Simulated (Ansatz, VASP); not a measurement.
# Cross-check of Nb2NO2 between VASP and Ansatz

Wanted: the spread between two codes on one cell, functional and k mesh. The structure shown is the start of the Ansatz relaxation below; VASP solves that cell, so the two are compared at the walk's first step.

Main program and level: Ansatz 0.2.0; plane waves, with VASP 6.6.1 beside it; single point at PBEsol.

## Step 1: Set-up

The cell holds 5 atoms: 1 N, 2 Nb and 2 O. Its edges and angles: a = 3.130 Å, b = 3.130 Å, c = 32.600 Å, α = 90.0°, β = 90.0°, γ = 120.0°. Vacuum lies along c. The height across the vacuum is the one that the program set for its solve, not the one typed.

## Step 2: Ansatz: relaxation, PBEsol

Ansatz runs on its PAW soft_1 files.

The two programs are compared at the cell with which this relaxation starts, whose forces are those of its first step.

The input, input.yaml:

```yaml
crystal:
  lattice:
    - [3.13, 0.0, 0.0]
    - [-1.565, 2.71066, 0.0]
    - [0.0, 0.0, 20.0]
  atoms:
    - { symbol: "N", position: [0.0, 0.0, 0.5] }
    - { symbol: Nb, position: [0.333333, 0.666667, 0.56] }
    - { symbol: Nb, position: [0.666667, 0.333333, 0.44] }
    - { symbol: O, position: [0.666667, 0.333333, 0.61] }
    - { symbol: O, position: [0.333333, 0.666667, 0.39] }
  periodic: [true, true, false]
kpoints:
  mp_grid: { grid: [9, 9, 1] }
hamiltonian:
  xc: pbesol
  pseudopotentials: { kind: paw, azcp: { folder: soft_1 }, xc_functional: pbe }
scf:
  occupations: { method: gaussian, width: 0.1 }
output:
  forces: true
  stress: true
  eigenvalues: true
relax:
  adjacent_minimum: "off"
  f_tol: 0.05
  max_steps: 80
  cell: { stress_2d_tol: 0.02 }
```

Launch:

```sh
ansatz run input.yaml --threads 4 --pin off --max-ram 16384MiB --backend cpu --events-out ev --progress --plain --runs-dir out
```

Numbers of over 12 decimals in the logs are rounded to 6 here.

The log of the run:

```text
Warning: crystal.periodic: the lattice vector that does not repeat stood 0.000° off the slab's normal, 20.000 Å along it as the deck builds it. The run solves the slab on a vector along the normal, 32.600 Å long, with every atom where it was (on the deck's vector they left 15.60 Å outside them, and the widest stretch free of ions among them is 1.20 Å). A fractional position that the run reports is one of the run's ce [...]
[...]
SCF iter   2: F=—  HF=-10495.732335 eV  |F-HF|=—  |Δ(HF+E_count)|=   3.22e-5  Δρ=2.30e-5  dr2=1.03e-6  ethr=2.51e-9  ⟨swp⟩=4.1  Hψ=911  notcnv=0
SCF iter   3: F=—  HF=-10495.732335 eV  |F-HF|=—  |Δ(HF+E_count)|=   2.28e-7  Δρ=8.04e-6  dr2=1.22e-7  ethr=2.39e-9  ⟨swp⟩=2.6  Hψ=521  notcnv=0
SCF iter   4: F=—  HF=-10495.732335 eV  |F-HF|=—  |Δ(HF+E_count)|=   4.37e-8  Δρ=1.33e-6  dr2=2.98e-9  ethr=2.83e-10  ⟨swp⟩=3.9  Hψ=705  notcnv=0
SCF iter   5: F=—  HF=-10495.732335 eV  |F-HF|=—  |Δ(HF+E_count)|=   1.52e-8  Δρ=3.06e-7  dr2=1.87e-10  ethr=6.93e-12  ⟨swp⟩=4.2  Hψ=862  notcnv=0
SCF iter   6: F=—  HF=-10495.732335 eV  |F-HF|=—  |Δ(HF+E_count)|=  3.78e-10  Δρ=6.37e-8  dr2=9.23e-12  ethr=1.00e-12  ⟨swp⟩=3.2  Hψ=597  notcnv=0
SCF iter   7: F=-10495.732335 eV  HF=-10495.732335 eV  |F-HF|=2.36e-11  |Δ(HF+E_count)|=  2.00e-11  Δρ=9.51e-9  dr2=2.43e-13  ethr=1.00e-12  ⟨swp⟩=15.1  Hψ=2585  notcnv=0
SCF 6 converged in 7 iterations: F = -10495.732335 eV  dr2 = 2.43e-13
relax step   6: F+E_penalty+E_count = -10495.73233531 eV  Δ(F+E_penalty+E_count) = +2.092e-3 eV  max|allowed force component| = 3.392e-3 eV/Å  Δτ_max = 0.0000 Å  P = -0.063 N/m  Ω = 271.011 Å³  fix = [c, alpha, beta]  reactions: c -0.000 N/m  stress off target by 6.32e-2 N/m on what of the cell is left free  SCF on the basis re-selected at this cell (its energy is not comparable with the rows above)  (7 SCF iters)
[...]
relax step   7: F+E_penalty+E_count = -10495.73237987 eV  Δ(F+E_penalty+E_count) = -4.456e-5 eV  max|allowed force component| = 4.869e-4 eV/Å  Δτ_max = 0.0002 Å  P = +0.004 N/m  Ω = 270.924 Å³  energy of the carried Pulay correction = +3.955e-5 eV  fix = [c, alpha, beta]  reactions: c +0.000 N/m  (4 SCF iters, dr2 threshold 4.82e-9 eV, accepted)
[...]
relax step   8: F+E_penalty+E_count = -10495.73233930 eV  Δ(F+E_penalty+E_count) = +4.057e-5 eV  max|allowed force component| = 4.676e-4 eV/Å  Δτ_max = 0.0000 Å  P = +0.004 N/m  Ω = 270.924 Å³  fix = [c, alpha, beta]  reactions: c +0.000 N/m  stress off target by 3.51e-3 N/m on what of the cell is left free  SCF on the basis re-selected at this cell (its energy is not comparable with the rows above)  (6 SCF iters)
basis re-selected at this cell: Δ(F+E_penalty+E_count) = +4.057e-5 eV, ΔP = -0.001 N/m vs the last step (what re-selecting the basis moved, of the pressure what is left beyond the Pulay correction that the steps carried, after the strain that the cell walked since its last selection, with what the two solves' SCF thresholds leave and, on support functions, any second-order correction that the steps lacked; it is no m [...]
SCF converged after 6 iterations
Free energy (F): -10495.732339 eV
Harris-Foulkes:  -10495.732339 eV  (|F-HF|=3.82e-11)
Internal energy: -10495.725606 eV  (E = F + TS)
E sigma→0 (E₀):  -10495.728973 eV
Entropy (-TS):   -0.006733 eV (-1.347 meV/atom)
Fermi energy:    -5.670511 eV
--- Per-component energies (eV) ---
  E_band       = -1072.550212
  E_kinetic    = 1214.599006
  E_local      = -129344.600466  (includes V_loc(G=0)·N_el)
  E_nonlocal   = 328.038995
  E_hartree    = 63864.917683
  E_xc         = -531.705010
  E_vxc        = -659.391513  (∫ρ·V_xc dr)
  E_paw        = -6487.436270  (= ΣΔE_a)
  E_vpaw       = -341.034237  (= ΣTr[D̂ρ^β])
  E_aug_tail   = 0.002474  (compensation charges beyond the density's cutoff)
  E_ewald      = 60459.981889
  E_core_change = 0.476094  (= ΣΔE_core)
  E_smearing   = -0.006733  (= −TS)
  E_closure    = 0.000000  (closes the sum)
  Σ components = -10495.732339   (vs F -10495.732339, Δ=0.00e0)
--- Forces (eV/Å), atoms counted from 1 ---
  atom   1  N      0.00000000     0.00000000     0.00000000
  atom   2  Nb     0.00000000    -0.00000000    -0.00026957
  atom   3  Nb     0.00000000     0.00000000     0.00026957
  atom   4  O      0.00000000    -0.00000000     0.00046759
  atom   5  O      0.00000000     0.00000000    -0.00046759
  max |Σ_I F_I| component: 1.85e-17 eV/Å
--- 2D stress c σ (N/m, compression-positive) ---
        0.003505       0.000000       0.000000
        0.000000       0.003505      -0.000000
        0.000000      -0.000000       0.000000
  P = ½ c Tr σ = 0.0035 N/m
--- Band table (eV; the first three rows and the last of 12) ---
  k-point 0: bands = ["-62.0535", "-61.9423", "-38.6237", "-37.9072", "-37.8347", "-37.8347", "-37.7578", "-37.7578", "-25.0931", "-24.7556", "-21.7896", "-13.8711", "-13.0182", "-13.0182", "-11.1867", "-11.1867", "-11.1380", "-9.3278", "-9.0927", "-9.0927", "-6.9418", "-6.9418", "-5.8806", "-4.6593", "-4.6593", "-3.6262", "-2.7836"]
  k-point 1: bands = ["-62.0390", "-61.9337", "-38.5873", "-38.0190", "-37.8699", "-37.8678", "-37.8249", "-37.7689", "-24.9575", "-24.7093", "-21.8916", "-13.7173", "-12.9592", "-12.8809", "-11.5156", "-11.1037", "-10.8651", "-9.9066", "-9.4855", "-9.0450", "-6.8880", "-6.4419", "-5.9003", "-4.5254", "-4.3966", "-3.6057", "-2.9169"]
  k-point 2: bands = ["-62.0011", "-61.9126", "-38.5129", "-38.2878", "-38.1053", "-37.9434", "-37.8239", "-37.8040", "-24.6957", "-24.6247", "-22.0273", "-13.4193", "-12.8258", "-12.6051", "-11.8097", "-11.0696", "-10.9666", "-10.2964", "-9.9045", "-9.2225", "-7.2362", "-5.6764", "-5.3128", "-4.2283", "-3.9726", "-3.4764", "-2.5363"]
  k-point 11: bands = ["-61.8854", "-61.8854", "-38.5452", "-38.5355", "-38.5355", "-38.2277", "-37.9410", "-37.9410", "-24.4391", "-24.4391", "-21.9294", "-12.9778", "-12.9778", "-12.0461", "-11.9028", "-11.7375", "-10.3367", "-10.3367", "-10.0719", "-10.0719", "-5.6765", "-5.5624", "-5.5624", "-3.4813", "-3.4813", "-3.4535", "-0.9743"]
--- Relaxed structure (6 steps of the walk, 6 accepted, 2 SCFs on fresh bases) ---
  F+E_penalty+E_count = -10495.73233930 eV   max|allowed force component| = 4.676e-4 eV/Å   (the final SCF, on the basis selected at the relaxed cell)
  cell:  # Å, volume = 270.9245 Å³
    - [3.097776, 0.0, 0]
    - [-1.548888, 2.682753, 0]
    - [0, 0, 32.6]
  atoms:
    - { symbol: N, position: [0, 0, 0.306748] }
    - { symbol: Nb, position: [0.333333, 0.666667, 0.343426] }
    - { symbol: Nb, position: [0.666667, 0.333333, 0.270071] }
    - { symbol: O, position: [0.666667, 0.333333, 0.376266] }
    - { symbol: O, position: [0.333333, 0.666667, 0.237231] }
```

## Step 3: VASP: single point, PBEsol, start cell, pair 1

The same cell, functional, mesh and smearing now go to VASP, with its own data sets.

Lines of VASP's logs that name or quote its potential files are left out, and so is its time.

The input, INCAR:

```
SYSTEM = Nb2NO2
PREC = Accurate
ENCUT = 520
EDIFF = 1E-06
NELM = 120
ISMEAR = 0
SIGMA = 0.1
LREAL = .FALSE.
ALGO = Normal
GGA = PS
NBANDS = 27
LASPH = .TRUE.
LORBIT = 11
LWAVE = .FALSE.
LCHARG = .FALSE.
ISIF = 2
LDIPOL = .TRUE.
IDIPOL = 3
DIPOL = 0.5 0.5 0.307
LVHAR = .TRUE.
GGA_COMPAT = .FALSE.
NELMDL = -8
KPAR = 2
```

The input, POSCAR:

```
Nb2NO2
1.0
    3.1300000000      0.0000000000      0.0000000000
   -1.5650000000      2.7106600000      0.0000000000
    0.0000000000      0.0000000000     32.6000000000
N Nb O
1 2 2
Direct
    0.0000000000      0.0000000000      0.3067484663
    0.3333333948      0.6666667896      0.3435582822
    0.6666666052      0.3333332104      0.2699386503
    0.6666666052      0.3333332104      0.3742331288
    0.3333333948      0.6666667896      0.2392638037
```

The input, KPOINTS:

```
Automatic mesh
0
Gamma
9 9 1
0 0 0
```

The projector-augmented-wave data sets are N, Nb_sv and O (PBE family, release 64).

Launch:

```sh
mpirun -np 2 vasp_std
```

The log of the run:

```text
[banner, memory and clock lines left out]
running    2 mpi-ranks, on    1 nodes
 distrk:  each k-point on    1 cores,    2 groups
 distr:  one band on    1 cores,    1 groups

 POSCAR found type information on POSCAR N NbO
 POSCAR found :  3 types and       5 ions
|                                                                             |
|               ----> ADVICE to this user running VASP <----                  |
|                                                                             |
|     You enforced a specific xc type in the INCAR file but a different       |
|     [... a line on the potential file left out ...]
|     I HOPE YOU KNOW WHAT YOU ARE DOING!                                     |
|                                                                             |

 LDA part: xc-table for (Slater+PW92), standard interpolation
 POSCAR, INCAR and KPOINTS ok, starting setup
 FFT: planning ... GRIDC
 FFT: planning ... GRID_SOFT
 FFT: planning ... GRID
 WAVECAR not read
 entering main loop
       N       E                     dE             d eps       ncg     rms          rms(c)
DAV:   1     0.436813600628E+03    0.43681E+03   -0.21819E+04   816   0.130E+03
DAV:   2     0.196038961909E+01   -0.43485E+03   -0.42554E+03   871   0.445E+02
DAV:   3    -0.555446303085E+02   -0.57505E+02   -0.56891E+02  1023   0.143E+02
DAV:   4    -0.589724207930E+02   -0.34278E+01   -0.33575E+01  1072   0.357E+01
DAV:   5    -0.590892768298E+02   -0.11686E+00   -0.11607E+00  1112   0.480E+00
DAV:   6    -0.590924793071E+02   -0.32025E-02   -0.31551E-02  1056   0.861E-01
DAV:   7    -0.590926274677E+02   -0.14816E-03   -0.14651E-03  1008   0.122E-01
DAV:   8    -0.590926366526E+02   -0.91849E-05   -0.90981E-05  1152   0.235E-02    0.198E+01
DAV:   9    -0.509990290976E+02    0.80936E+01   -0.55981E+01   936   0.478E+01    0.761E+00
DAV:  10    -0.506662631304E+02    0.33277E+00   -0.42943E+00   986   0.144E+01    0.401E+00
DAV:  11    -0.506342939854E+02    0.31969E-01   -0.44913E-01   976   0.488E+00    0.130E+00
DAV:  12    -0.506247641901E+02    0.95298E-02   -0.10746E-01  1079   0.231E+00    0.444E-01
DAV:  13    -0.506234171997E+02    0.13470E-02   -0.10003E-02   864   0.877E-01    0.204E-01
DAV:  14    -0.506225217534E+02    0.89545E-03   -0.38468E-03   856   0.429E-01    0.620E-02
[...]
DAV:  20    -0.506234190058E+02   -0.35569E-04   -0.23783E-06   616   0.108E-02    0.261E-03
DAV:  21    -0.506234768422E+02   -0.57836E-04   -0.16989E-06   589   0.663E-03    0.130E-03
DAV:  22    -0.506234976307E+02   -0.20789E-04   -0.58391E-07   472   0.441E-03    0.596E-04
DAV:  23    -0.506235170717E+02   -0.19441E-04   -0.10173E-06   522   0.430E-03    0.663E-04
DAV:  24    -0.506235227769E+02   -0.57052E-05   -0.25116E-07   448   0.342E-03    0.390E-04
DAV:  25    -0.506235245024E+02   -0.17255E-05   -0.12874E-07   432   0.253E-03    0.124E-04
DAV:  26    -0.506235256339E+02   -0.11315E-05   -0.10157E-07   432   0.197E-03    0.216E-04
DAV:  27    -0.506235259362E+02   -0.30234E-06   -0.53585E-08   423   0.174E-03
   1 F= -.50623526E+02 E0= -.50617591E+02  d E =-.118695E-01
```

OUTCAR, selected parts (step 3):

```text
ion  position               nearest neighbor table
   1  0.000  0.000  0.307-   2 2.17   2 2.17   3 2.17   3 2.17   2 2.17   3 2.17
   2  0.333  0.667  0.344-   4 2.07   4 2.07   4 2.07   1 2.17   1 2.17   1 2.17   3 3.00   3 3.00
                             3 3.00
   3  0.667  0.333  0.270-   5 2.07   5 2.07   5 2.07   1 2.17   1 2.17   1 2.17   2 3.00   2 3.00
                             2 3.00
   4  0.667  0.333  0.374-   2 2.07   2 2.07   2 2.07
   5  0.333  0.667  0.239-   3 2.07   3 2.07   3 2.07

  LATTYP: Found a hexagonal cell.
 ALAT       =     3.1300000000
 C/A-ratio  =    10.4153354633

 Subroutine GETGRP returns: Found 12 space group operations
 (whereof  6 operations were pure point group operations)

The static configuration has the point symmetry C_3v.
 The point group associated with its full space group is D_3d.

 Found     12 irreducible k-points:

   k-points           NKPTS =     12   k-points in BZ     NKDIM =     12   number of bands    NBANDS=     27

   dimension x,y,z NGX =    24 NGY =   24 NGZ =  250
   dimension x,y,z NGXF=    48 NGYF=   48 NGZF=  500

   ENCUT  =  520.0 eV  38.22 Ry    6.18 a.u.   5.82  5.82 60.61*2*pi/ulx,y,z

   NELECT =      43.0000    total number of electrons

 k-points in reciprocal lattice and weights: Automatic mesh
   0.00000000  0.00000000  0.00000000       0.012
   0.11111111  0.00000000  0.00000000       0.074
   0.22222222  0.00000000  0.00000000       0.074
   0.33333333  0.00000000  0.00000000       0.074
   0.44444444  0.00000000  0.00000000       0.074
   0.11111111  0.11111111  0.00000000       0.074
   0.22222222  0.11111111  0.00000000       0.148
   0.33333333  0.11111111  0.00000000       0.148
   0.44444444  0.11111111  0.00000000       0.074
   0.22222222  0.22222222  0.00000000       0.074
   0.33333333  0.22222222  0.00000000       0.148
   0.33333333  0.33333333  0.00000000       0.025

 dipolmoment           0.000000      0.000000      0.000002 electrons x Angstroem

 average (electrostatic) potential at core
       1 -72.4233       2 -92.0623       3 -92.0623       4 -78.4548       5 -78.4548

 E-fermi :  -2.1030

 k-point     1 :       0.0000    0.0000    0.0000
  band No.  band energies     occupation
    ...
     19      -5.6426      2.00000
     20      -5.6426      2.00000
     21      -3.3868      2.00000
     22      -3.3868      2.00000
     23      -2.2617      1.97515
     24      -1.1496      0.00000
     25      -1.1496      0.00000
     26       0.0966      0.00000
     27       0.9923      0.00000

 k-point     2 :       0.1111    0.0000    0.0000
  band No.  band energies     occupation
    ...
     19      -6.0436      2.00000
     20      -5.6006      2.00000
     21      -3.2696      2.00000
     22      -2.8753      2.00000
     23      -2.3487      1.99949
     24      -1.0488      0.00000
     25      -0.8146      0.00000
     26       0.0455      0.00000
     27       0.7959      0.00000

 k-point     3 :       0.2222    0.0000    0.0000
  band No.  band energies     occupation
    ...
     18      -6.9117      2.00000
     19      -6.5141      2.00000
     20      -5.7401      2.00000
     21      -3.5509      2.00000
     22      -2.1156      1.14132
     23      -1.7606      0.00000
     24      -0.5811      0.00000
     25      -0.5462      0.00000
     26       0.0139      0.00000
     27       1.0873      0.00000

  Total       -0.7374766     -0.7374769      1.1071498     -0.0000000     -0.0000000      0.0000000
  in kB       -4.2719076     -4.2719091      6.4132766     -0.0000000     -0.0000000      0.0000000
  external PRESSURE =      -0.7101800 kB  Pullay stress =       0.0000000 kB

  energy-cutoff  :      520.00
  volume of cell :      276.59
      direct lattice vectors                 reciprocal lattice vectors
     3.130000000  0.000000000  0.000000000     0.319488818  0.184456922  0.000000000
    -1.565000000  2.710660000  0.000000000     0.000000000  0.368913844  0.000000000
     0.000000000  0.000000000 32.600000000     0.000000000  0.000000000  0.030674847

 POSITION                                       TOTAL-FORCE (eV/Angst)
 -----------------------------------------------------------------------------------
      0.00000      0.00000     10.00000        -0.000000     -0.000000      0.000000
      0.00000      1.80711     11.20000         0.000000     -0.000000     -0.963796
      1.56500      0.90355      8.80000        -0.000000     -0.000000      0.963796
      1.56500      0.90355     12.20000         0.000000      0.000000      0.797710
      0.00000      1.80711      7.80000        -0.000000      0.000000     -0.797710
 -----------------------------------------------------------------------------------
    total drift:                                0.000000     -0.000000      0.000029

  FREE ENERGIE OF THE ION-ELECTRON SYSTEM (eV)
  ---------------------------------------------------
  free  energy   TOTEN  =       -50.6235259362 eV

  energy  without entropy=      -50.6116564515  energy(sigma->0) =      -50.61759119

 vacuum level on the upper side and lower side of the slab         3.137         3.137

 total charge
# of ion       s       p       d       tot
------------------------------------------
    1        1.244   2.516   0.000   3.760
    2        2.166   6.080   2.336  10.582
    3        2.166   6.080   2.336  10.582
    4        1.565   3.460   0.000   5.024
    5        1.565   3.460   0.000   5.024
--------------------------------------------------
tot          8.706  21.595   4.673  34.974

[... 3 further parts left out ...]
```

This run has no spin polarisation. Its electron count is odd, so without a moment it is a metal by construction.

## Step 4: Comparison

Known differences besides the potentials themselves: Ansatz cuts the interaction across the vacuum, VASP repeats the sheet with a dipole correction; Ansatz makes its cores anew for this functional, VASP keeps those of its PBE data sets; Ansatz takes its cutoff from its data sets, VASP runs at 520 eV. Total energies have different zeros and are not compared.

Forces (eV/Å; atoms numbered as in POSCAR):

| atom | Ansatz x, y, z | VASP x, y, z |
| --- | --- | --- |
| N1 | 0.000, 0.000, 0.000 | 0.000, 0.000, 0.000 |
| Nb2 | 0.000, 0.000, -0.970 | 0.000, 0.000, -0.964 |
| Nb3 | 0.000, 0.000, 0.970 | 0.000, 0.000, 0.964 |
| O4 | 0.000, 0.000, 0.818 | 0.000, 0.000, 0.798 |
| O5 | 0.000, 0.000, -0.818 | 0.000, 0.000, -0.798 |

The forces differ by 7.6 meV/Å r.m.s., which is 1.7 % of the r.m.s. force of 0.457 eV/Å (both taken over all components). With vacuum in the cell, a pressure given here is an average over mostly empty space and none of the material.

(Continued in part 2 of 2.)

[Lines on the potential files, build, host, timing and source positions are cut from VASP's logs without a mark.]

[Logs are printed without paths, hosts, clocks, repeated set-up lines and the standing remarks that a program may print on its own settings, such as how far it seeks lower states.]

[Hosts, paths, dates, database ids (printed as entryN), source tags and the programs' standing remarks are cut or masked in the printed files.]
